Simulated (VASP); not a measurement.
Input:

```
CELL_PARAMETERS angstrom
      1.25644    -2.17621     0.00000
      1.25644     2.17621     0.00000
      0.00000     0.00000     7.64833
ATOMIC_POSITIONS crystal
  B  0.33333 0.66667 0.25000
  B  0.66667 0.33333 0.75000
  N  0.66667 0.33333 0.25000
  N  0.33333 0.66667 0.75000
```

Computed with PBE GGA, VASP's PBE PAW potentials (set 64) (plane waves; VASP 6.6.1). Run with 520 eV cut-off, 11×11×4 Γ-centred mesh, tetrahedra with Blöchl corrections, potentials B N.

Without a dispersion term in the relaxation, distances and binding between the weakly bound layers, chains or molecules are unreliable, and so is what depends on them.

Problem. What does the run give for the energy per atom (σ→0)?

Solution. 
The energy per atom (σ→0) comes out as -8.801 eV/atom.

The absolute energy has meaning only against runs of the same code, potentials and settings.

The compound is BN in the hex structure. It was relaxed first, which changed the volume by +16 %.
